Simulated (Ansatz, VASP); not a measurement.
# ZnGaNO in two plane-wave programs, part 2 of 2

Wanted: the spread between two codes on one cell, functional and k mesh. The cell is generated by rule, not measured, and may not be a known phase. The cell is taken from a series of runs on this material, whose earlier steps may have relaxed, scaled, displaced or heated it; both programs get it as it stands.

VASP 6.6.1 and Ansatz 0.2.0.

So far: Set-up; Ansatz: relaxation of cell and atoms, PBEsol, pair 1.

### Step 3. VASP: relaxation of cell and atoms, PBEsol, pair 1

Level of this step: PBEsol; plane waves and PAW (Ga_d, N, O, Zn); invented cell (VASP).

The same cell, functional, mesh and smearing now go to VASP, with its own data sets.

Lines of VASP's logs that name or quote its potential files are left out, and so is its time.

File INCAR:

```
SYSTEM = ZnGaNO
PREC = Accurate
ENCUT = 600
EDIFF = 1E-07
NELM = 120
ISMEAR = 0
SIGMA = 0.1
LREAL = .FALSE.
ALGO = Normal
GGA = PS
NBANDS = 44
LORBIT = 11
LWAVE = .FALSE.
LCHARG = .FALSE.
ISIF = 3
IBRION = 2
NSW = 80
EDIFFG = -0.005
LASPH = .TRUE.
GGA_COMPAT = .FALSE.
NELMIN = 4
KPAR = 2
```

File POSCAR:

```
ZnGaNO
1.0
    3.2544050000      0.0000000000      0.0000000000
   -1.6272020000      2.8183970000      0.0000000000
    0.0000000000      0.0000000000     10.2987930000
Ga N O Zn
2 2 2 2
Direct
    0.3333331718      0.6666665484      0.0045057707
    0.6666665051      0.3333332151      0.2582160842
    0.3333331718      0.6666665484      0.1874160399
    0.6666665051      0.3333332151      0.4413610410
    0.3333331718      0.6666665484      0.7024521223
    0.6666665051      0.3333332151      0.9442679351
    0.3333331718      0.6666665484      0.4875762626
    0.6666665051      0.3333332151      0.7242050598
```

File KPOINTS:

```
Automatic mesh
0
Gamma
12 12 4
0 0 0
```

Potentials, in the order of the species: Ga_d, N, O and Zn (PBE family, release 64).

On the command line:

```console
$ mpirun -np 2 vasp_std
```

Numbers of over 12 decimals in the logs are rounded to 6 here.

Output:

```text
[banner, memory and clock lines left out]
running    2 mpi-ranks, on    1 nodes
 distrk:  each k-point on    1 cores,    2 groups
 distr:  one band on    1 cores,    1 groups

 POSCAR found type information on POSCAR GaN O Zn
 POSCAR found :  4 types and       8 ions
|                                                                             |
|               ----> ADVICE to this user running VASP <----                  |
|                                                                             |
|     You enforced a specific xc type in the INCAR file but a different       |
|     [... a line on the potential file left out ...]
|     I HOPE YOU KNOW WHAT YOU ARE DOING!                                     |
|                                                                             |

 LDA part: xc-table for (Slater+PW92), standard interpolation
 POSCAR, INCAR and KPOINTS ok, starting setup
 FFT: planning ... GRIDC
 FFT: planning ... GRID_SOFT
 FFT: planning ... GRID
 WAVECAR not read
 entering main loop
       N       E                     dE             d eps       ncg     rms          rms(c)
DAV:   1     0.830876261516E+03    0.83088E+03   -0.37133E+04  6428   0.302E+03
DAV:   2     0.114707918985E+03   -0.71617E+03   -0.68743E+03  6176   0.710E+02
DAV:   3    -0.382102126471E+02   -0.15292E+03   -0.14907E+03  6764   0.244E+02
DAV:   4    -0.507781046885E+02   -0.12568E+02   -0.12416E+02  7652   0.721E+01
DAV:   5    -0.511581900507E+02   -0.38009E+00   -0.37854E+00  7584   0.124E+01    0.183E+01
DAV:   6    -0.438911051935E+02    0.72671E+01   -0.21512E+01 11240   0.790E+01    0.961E+00
DAV:   7    -0.443810475727E+02   -0.48994E+00   -0.70943E+00  6616   0.174E+01    0.616E+00
DAV:   8    -0.444012377741E+02   -0.20190E-01   -0.24202E+00  9148   0.134E+01    0.301E+00
DAV:   9    -0.442408364361E+02    0.16040E+00   -0.51083E-01  9144   0.938E+00    0.132E+00
DAV:  10    -0.442186686881E+02    0.22168E-01   -0.23252E-01  8796   0.457E+00    0.353E-01
DAV:  11    -0.442216716211E+02   -0.30029E-02   -0.37199E-02  7188   0.145E+00    0.129E-01
DAV:  12    -0.442215670707E+02    0.10455E-03   -0.41014E-03  8368   0.727E-01    0.898E-02
DAV:  13    -0.442216272623E+02   -0.60192E-04   -0.10056E-03  8004   0.405E-01    0.752E-02
DAV:  14    -0.442216054708E+02    0.21792E-04   -0.41239E-04  9804   0.319E-01    0.429E-02
DAV:  15    -0.442216084705E+02   -0.29997E-05   -0.18214E-04  8960   0.136E-01    0.187E-02
DAV:  16    -0.442216007742E+02    0.76963E-05   -0.55751E-05  8000   0.102E-01    0.321E-03
DAV:  17    -0.442216019551E+02   -0.11808E-05   -0.11535E-05  6812   0.229E-02    0.334E-03
DAV:  18    -0.442216018449E+02    0.11018E-06   -0.53405E-07  7328   0.971E-03    0.202E-03
DAV:  19    -0.442216017769E+02    0.67976E-07   -0.20384E-07  4996   0.722E-03
   1 F= -.44221602E+02 E0= -.44217366E+02  d E =-.442216E+02
[... from here on, the cycles between the ionic steps are left out ...]
   2 F= -.44222147E+02 E0= -.44217921E+02  d E =-.545116E-03
   3 F= -.44222307E+02 E0= -.44218078E+02  d E =-.704960E-03
   4 F= -.44222442E+02 E0= -.44218183E+02  d E =-.134818E-03
   5 F= -.44222481E+02 E0= -.44218202E+02  d E =-.174761E-03
   6 F= -.44222467E+02 E0= -.44218182E+02  d E =-.160406E-03
   7 F= -.44222522E+02 E0= -.44218229E+02  d E =-.549280E-04
   8 F= -.44222546E+02 E0= -.44218244E+02  d E =-.792260E-04
   9 F= -.44222585E+02 E0= -.44218267E+02  d E =-.385877E-04
  10 F= -.44222585E+02 E0= -.44218267E+02  d E =-.385785E-04
 curvature:  -0.73 expect dE=-0.212E-04 dE for cont linesearch -0.327E-07
 trial: gam= 0.71423 g(F)=  0.159E-04 g(S)=  0.131E-04 ort = 0.176E-05 (trialstep = 0.136E+01)
 search vector abs. value=  0.670E-04
 bond charge predicted
       N       E                     dE             d eps       ncg     rms          rms(c)
DAV:   1    -0.442226133305E+02   -0.28348E-04   -0.27607E-02  6488   0.975E-01    0.630E-02
DAV:   2    -0.442226189730E+02   -0.56425E-05   -0.88153E-04  7568   0.350E-01    0.341E-02
DAV:   3    -0.442226136972E+02    0.52757E-05   -0.87877E-05  8368   0.130E-01    0.182E-02
DAV:   4    -0.442226087068E+02    0.49904E-05   -0.22383E-05  8732   0.775E-02    0.110E-02
DAV:   5    -0.442226072456E+02    0.14611E-05   -0.61079E-06  8036   0.343E-02    0.185E-03
DAV:   6    -0.442226073312E+02   -0.85616E-07   -0.16363E-06  6988   0.126E-02    0.125E-03
DAV:   7    -0.442226073453E+02   -0.14044E-07   -0.11882E-07  3860   0.576E-03
  11 F= -.44222607E+02 E0= -.44218272E+02  d E =-.223980E-04
 trial-energy change:   -0.000022  1 .order   -0.000022   -0.000041   -0.000002
 step:   1.4438(harm=  1.4501)  dis= 0.00136  next Energy=   -44.222607 (dE=-0.225E-04)
 reached required accuracy - stopping structural energy minimisation
```

From OUTCAR (step 3):

```text
ion  position               nearest neighbor table
   1  0.333  0.667  0.005-   3 1.88   6 1.98   6 1.98   6 1.98
   2  0.667  0.333  0.258-   4 1.89   3 2.02   3 2.02   3 2.02
   3  0.333  0.667  0.187-   1 1.88   2 2.02   2 2.02   2 2.02
   4  0.667  0.333  0.441-   2 1.89   7 1.94   7 1.94   7 1.94
   5  0.333  0.667  0.702-   8 1.89   8 1.89   8 1.89   7 2.21
   6  0.667  0.333  0.944-   1 1.98   1 1.98   1 1.98   8 2.27
   7  0.333  0.667  0.488-   4 1.94   4 1.94   4 1.94   5 2.21
   8  0.667  0.333  0.724-   5 1.89   5 1.89   5 1.89   6 2.27

  LATTYP: Found a hexagonal cell.
 ALAT       =     3.2544050000
 C/A-ratio  =     3.1645701749

 Subroutine GETGRP returns: Found  6 space group operations
 (whereof  6 operations were pure point group operations)

The static configuration has the point symmetry C_3v.

 Found     69 irreducible k-points:

   k-points           NKPTS =     69   k-points in BZ     NKDIM =     69   number of bands    NBANDS=     44

   dimension x,y,z NGX =    28 NGY =   28 NGZ =   84
   dimension x,y,z NGXF=    56 NGYF=   56 NGZF=  168

   ENCUT  =  600.0 eV  44.10 Ry    6.64 a.u.   6.50  6.50 20.57*2*pi/ulx,y,z

   NELECT =      72.0000    total number of electrons

 k-points in reciprocal lattice and weights: Automatic mesh
   0.00000000  0.00000000  0.00000000       0.002
   0.08333333 -0.00000000  0.00000000       0.010
   0.16666667  0.00000000  0.00000000       0.010
   0.25000000 -0.00000000  0.00000000       0.010
   0.33333333  0.00000000  0.00000000       0.010
   0.41666667 -0.00000000  0.00000000       0.010
   0.50000000 -0.00000000  0.00000000       0.005
   0.08333333  0.08333333  0.00000000       0.010
   0.16666667  0.08333333  0.00000000       0.021
[...]
0.33333333  0.25000000  0.50000000       0.021
   0.33333333  0.33333333  0.50000000       0.003

 average (electrostatic) potential at core
       1 -66.7341       2 -65.2444       3 -64.4084       4 -63.1196       5 -71.3062
       6 -72.9047       7 -33.1596       8 -33.9291

 E-fermi :   4.6917

 k-point     1 :       0.0000    0.0000    0.0000
  band No.  band energies     occupation
    ...
     31       2.4328      2.00000
     32       2.6602      2.00000
     33       2.7863      2.00000
     34       2.7863      2.00000
     35       3.2663      2.00000
     36       5.0198      0.00000
     37       5.0198      0.00000
     38       5.9501      0.00000
     39       6.6855      0.00000
     40       8.5286      0.00000
    ...

 k-point     2 :       0.0833   -0.0000    0.0000
  band No.  band energies     occupation
    ...
     32       2.4506      2.00000
     33       2.6716      2.00000
     34       2.7057      2.00000
     35       3.6202      2.00000
     36       4.6948      0.96512
     37       4.9082      0.00220
     38       6.2668      0.00000
     39       6.9836      0.00000
     40       8.8232      0.00000
     41      10.9915      0.00000
    ...

 k-point     3 :       0.1667    0.0000    0.0000
  band No.  band energies     occupation
    ...
     33       2.3587      2.00000
     34       2.6304      2.00000
     35       3.5358      2.00000
     36       4.6099      1.75230
     37       4.6920      0.99646
     38       6.9110      0.00000
     39       7.5951      0.00000
     40       9.2531      0.00000
     41      10.2126      0.00000
     42      11.2709      0.00000
    ...

  Total       -0.0003216     -0.0003216      0.0094717     -0.0000000      0.0000000     -0.0000000
  in kB       -0.0054450     -0.0054450      0.1603643     -0.0000000      0.0000000     -0.0000000
  external PRESSURE =       0.0498247 kB  Pullay stress =       0.0000000 kB

  energy-cutoff  :      600.00
  volume of cell :       94.63
      direct lattice vectors                 reciprocal lattice vectors
     3.259237277  0.000000001  0.000000000     0.306820251  0.177142726 -0.000000000
    -1.629618137  2.822581872 -0.000000000    -0.000000000  0.354285560 -0.000000000
     0.000000000  0.000000000 10.286533830    -0.000000000  0.000000000  0.097214476

 POSITION                                       TOTAL-FORCE (eV/Angst)
 -----------------------------------------------------------------------------------
      0.00000      1.88172      0.04390         0.000000      0.000000      0.002204
      1.62962      0.94086      2.65599         0.000000      0.000000      0.000280
      0.00000      1.88172      1.92701         0.000000      0.000000     -0.001213
      1.62962      0.94086      4.53988        -0.000000      0.000000     -0.003470
      0.00000      1.88172      7.22108         0.000000     -0.000000     -0.003042
      1.62962      0.94086      9.70709        -0.000000      0.000000      0.004592
      0.00000      1.88172      5.01931         0.000000      0.000000     -0.002804
      1.62962      0.94086      7.46022         0.000000      0.000000      0.003453
 -----------------------------------------------------------------------------------
    total drift:                                0.001345      0.001346     -0.000233

  FREE ENERGIE OF THE ION-ELECTRON SYSTEM (eV)
  ---------------------------------------------------
  free  energy   TOTEN  =       -44.2226073453 eV

  energy  without entropy=      -44.2139369139  energy(sigma->0) =      -44.21827213

 reached required accuracy - stopping structural energy minimisation

 total charge
# of ion       s       p       d       tot
------------------------------------------
    1        0.792   0.739  10.158  11.689
    2        0.793   0.844  10.157  11.794
    3        1.227   2.451   0.000   3.679
    4        1.225   2.451   0.000   3.676
    5        1.542   3.462   0.000   5.005
    6        1.568   3.408   0.000   4.976
    7        0.557   0.593   9.853  11.004
    8        0.486   0.518   9.914  10.917
--------------------------------------------------
tot          8.190  14.467  40.082  62.740

[... 3 further parts left out ...]
```

The run keeps the 6 symmetry operations of its start, so it cannot find a distortion of lower symmetry.

### Step 4. Differences

Known differences besides the potentials themselves: the cutoff is 420 eV in Ansatz and 600 eV in VASP; Ansatz makes its cores anew for this functional, VASP keeps those of its PBE data sets; Ansatz adds a Pulay correction to the stress that steers its cell, VASP none. Total energies have different zeros and are not compared.

Both answers:

| quantity | Ansatz | VASP | difference |
| --- | --- | --- | --- |
| volume (Å³) | 94.43 | 94.63 | -0.21 % |
| edge a after relaxation, in the typed setting (Å) | 3.257 | 3.259 | -0.08 % |
| edge c after relaxation, in the typed setting (Å) | 10.281 | 10.287 | -0.05 % |

### Step 5. Ansatz: relaxation of cell and atoms, PBEsol, pair 2

The relaxed volume is the usual yardstick between codes: in a stiff, nearly cubic crystal its relative difference is about their pressure difference at one cell divided by the bulk modulus.

The cell is taken from a series of runs on this material, whose earlier steps may have relaxed, scaled, displaced or heated it; both programs get it as it stands.

File input.yaml:

```yaml
crystal:
  lattice:
    - [3.2566692548, 0.0, 0.0]
    - [-1.6283346274, 2.8203583063, 0.0]
    - [0.0, 0.0, 10.2811930894]
  atoms:
    - { symbol: Ga, position: [0.3333333333, 0.6666666667, 0.0040385273] }
    - { symbol: Ga, position: [0.6666666667, 0.3333333333, 0.258253025] }
    - { symbol: "N", position: [0.3333333333, 0.6666666667, 0.1873915159] }
    - { symbol: "N", position: [0.6666666667, 0.3333333333, 0.4417455666] }
    - { symbol: O, position: [0.3333333333, 0.6666666667, 0.7025388984] }
    - { symbol: O, position: [0.6666666667, 0.3333333333, 0.943864968] }
    - { symbol: Zn, position: [0.3333333333, 0.6666666667, 0.4877552492] }
    - { symbol: Zn, position: [0.6666666667, 0.3333333333, 0.7244122496] }
kpoints:
  mp_grid: { grid: [12, 12, 4] }
hamiltonian:
  xc: pbesol
scf:
  occupations: { method: methfessel_paxton, width: 0.2 }
output:
  forces: true
  stress: true
  eigenvalues: true
relax:
  adjacent_minimum: "off"
  f_tol: 0.001
  max_steps: 60
  cell: { stress_tol: 0.01 }
```

On the command line:

```console
$ ansatz run input.yaml --threads 4 --pin off --max-ram 14336MiB --backend cpu --events-out ev --progress --plain --runs-dir out
```

Output:

```text
[...]
Crystal: 8 atoms, lattice volume = 94.432 Å³
Basis set: ecut = 420 eV, 1907 PW (Γ), exchange–correlation on 48×48×144 points (8 copies of the dense FFT grid, shifted against one another)
Bands: 44, of which v1, the nominal top of the filled ones, is band 36 counted from 1 (35 counted from 0)
Symmetry: 6 space group operations
[...]
k-points: 69 of 576 (time reversal used)
[...]
atoms:
    - { symbol: Ga, position: [0.333333, 0.666667, 0.00422891] }
    - { symbol: Ga, position: [0.666667, 0.333333, 0.258230] }
    - { symbol: N, position: [0.333333, 0.666667, 0.187386] }
    - { symbol: N, position: [0.666667, 0.333333, 0.441517] }
    - { symbol: O, position: [0.333333, 0.666667, 0.702043] }
    - { symbol: O, position: [0.666667, 0.333333, 0.943811] }
    - { symbol: Zn, position: [0.333333, 0.666667, 0.487845] }
    - { symbol: Zn, position: [0.666667, 0.333333, 0.724941] }
[key lines of the parts left out:]
SCF converged after 6 iterations
Free energy (F): -15928.505853 eV
Fermi energy:    9.873951 eV
P = ⅓ Tr σ = 0.0016 GPa (0.016 kbar)
```

### Step 6. VASP: relaxation of cell and atoms, PBEsol, pair 2

The same cell, functional, mesh and smearing now go to VASP, with its own data sets.

Changes to INCAR since step 3:

```diff
@@ -5,4 +5,4 @@
 NELM = 120
-ISMEAR = 0
-SIGMA = 0.1
+ISMEAR = 1
+SIGMA = 0.2
 LREAL = .FALSE.
```

File POSCAR:

```
ZnGaNO
1.0
    3.2566690000      0.0000000000      0.0000000000
   -1.6283350000      2.8203580000      0.0000000000
    0.0000000000      0.0000000000     10.2811930000
Ga N O Zn
2 2 2 2
Direct
    0.3333334948      0.6666667849      0.0040385391
    0.6666668281      0.3333334516      0.2582530062
    0.3333334948      0.6666667849      0.1873914827
    0.6666668281      0.3333334516      0.4417455251
    0.3333334948      0.6666667849      0.7025388980
    0.6666668281      0.3333334516      0.9438649775
    0.3333334948      0.6666667849      0.4877552634
    0.6666668281      0.3333334516      0.7244122350
```

KPOINTS is that of step 3.

On the command line:

```console
$ mpirun -np 2 vasp_std
```

Output:

```text
[banner, memory and clock lines left out]
running    2 mpi-ranks, on    1 nodes
[...]
[... a notice as in an earlier step ...]

 LDA part: xc-table for (Slater+PW92), standard interpolation
 POSCAR, INCAR and KPOINTS ok, starting setup
[...]
entering main loop
       N       E                     dE             d eps       ncg     rms          rms(c)
DAV:   1     0.824492603818E+03    0.82449E+03   -0.37218E+04  6412   0.302E+03
DAV:   2     0.114290261005E+03   -0.71020E+03   -0.68136E+03  6152   0.713E+02
DAV:   3    -0.384637589128E+02   -0.15275E+03   -0.14907E+03  6776   0.243E+02
DAV:   4    -0.508020287513E+02   -0.12338E+02   -0.12203E+02  7796   0.719E+01
[...]
DAV:  16    -0.442206423448E+02   -0.84245E-06   -0.10137E-05  7496   0.294E-02    0.340E-03
DAV:  17    -0.442206423906E+02   -0.45766E-07   -0.11964E-06  7232   0.153E-02    0.200E-03
DAV:  18    -0.442206423515E+02    0.39094E-07   -0.37614E-07  6728   0.111E-02
   1 F= -.44220642E+02 E0= -.44218417E+02  d E =-.442206E+02
[... from here on, the cycles between the ionic steps are left out ...]
   2 F= -.44220914E+02 E0= -.44218700E+02  d E =-.272125E-03
  11 F= -.44221218E+02 E0= -.44218943E+02  d E =-.826615E-04
  12 F= -.44221222E+02 E0= -.44218924E+02  d E =-.866910E-04
  13 F= -.44221249E+02 E0= -.44218965E+02  d E =-.113905E-03
  14 F= -.44221274E+02 E0= -.44218981E+02  d E =-.248414E-04
  15 F= -.44221280E+02 E0= -.44218981E+02  d E =-.309850E-04
  16 F= -.44221301E+02 E0= -.44219000E+02  d E =-.209017E-04
  17 F= -.44221302E+02 E0= -.44219001E+02  d E =-.223899E-04
  18 F= -.44221302E+02 E0= -.44219001E+02  d E =-.225165E-04
  19 F= -.44221311E+02 E0= -.44219008E+02  d E =-.898861E-05
  20 F= -.44221312E+02 E0= -.44219008E+02  d E =-.951790E-05
  21 F= -.44221321E+02 E0= -.44219014E+02  d E =-.948438E-05
 trial-energy change:   -0.000009  1 .order   -0.000009   -0.000013   -0.000006
 step:   1.4609(harm=  1.7306)  dis= 0.00079  next Energy=   -44.221323 (dE=-0.109E-04)
 reached required accuracy - stopping structural energy minimisation
```

From OUTCAR (step 6):

```text
  Total       -0.0021816     -0.0021816     -0.0074259      0.0000000      0.0000000      0.0000000
  in kB       -0.0369174     -0.0369174     -0.1256590      0.0000000      0.0000000      0.0000000
  external PRESSURE =      -0.0664979 kB  Pullay stress =       0.0000000 kB

 POSITION                                       TOTAL-FORCE (eV/Angst)
 -----------------------------------------------------------------------------------
     -0.00000      1.88090      0.04660        -0.000000      0.000000      0.001670
      1.62891      0.94045      2.65902        -0.000000      0.000000      0.002557
     -0.00000      1.88090      1.92948         0.000000      0.000000     -0.000488
      1.62891      0.94045      4.54269        -0.000000      0.000000      0.000316
     -0.00000      1.88090      7.22604        -0.000000     -0.000000     -0.004485
      1.62891      0.94045      9.72107         0.000000     -0.000000      0.003713
     -0.00000      1.88090      5.02663        -0.000000      0.000000     -0.003111
      1.62891      0.94045      7.47728        -0.000000      0.000000     -0.000171
 -----------------------------------------------------------------------------------
    total drift:                               -0.001344     -0.001345     -0.000987

  FREE ENERGIE OF THE ION-ELECTRON SYSTEM (eV)
  ---------------------------------------------------
  free  energy   TOTEN  =       -44.2213212978 eV

  energy  without entropy=      -44.2143989596  energy(sigma->0) =      -44.21901385

[... 2 parts as in an earlier step ...]

[... 2 further parts left out ...]
[key lines of the parts left out:]
E-fermi :   4.6926
```

### Step 7. Comparison

Compared:

| quantity | Ansatz | VASP | difference |
| --- | --- | --- | --- |
| volume (Å³) | 94.45 | 94.68 | -0.24 % |
| edge a after relaxation, in the typed setting (Å) | 3.256 | 3.258 | -0.07 % |
| edge c after relaxation, in the typed setting (Å) | 10.291 | 10.301 | -0.10 % |

### Step 8. Outcome

```
difference in volume (relaxation of cell and atoms, PBEsol, pair 1) : -0.21 %
difference in volume (relaxation of cell and atoms, PBEsol, pair 2) : -0.24 %
```

What this shows: The difference in volume is -0.24 % (relaxation of cell and atoms, PBEsol, pair 2), within the 1.2 % picked in this series as the mark of a large difference, as far as the stopping tolerances let one tell. 1 further pair of this series is not shown here. Such differences can come from data sets, numerical settings and the points named under the comparisons, not from the functional's error against experiment.

[Lines on the potential files, build, host, timing and source positions are cut from VASP's logs without a mark.]

[Logs are printed without paths, hosts, clocks, repeated set-up lines and the standing remarks that a program may print on its own settings, such as how far it seeks lower states.]

[Hosts, paths, dates, database ids (printed as entryN), source tags and the programs' standing remarks are cut or masked in the printed files.]
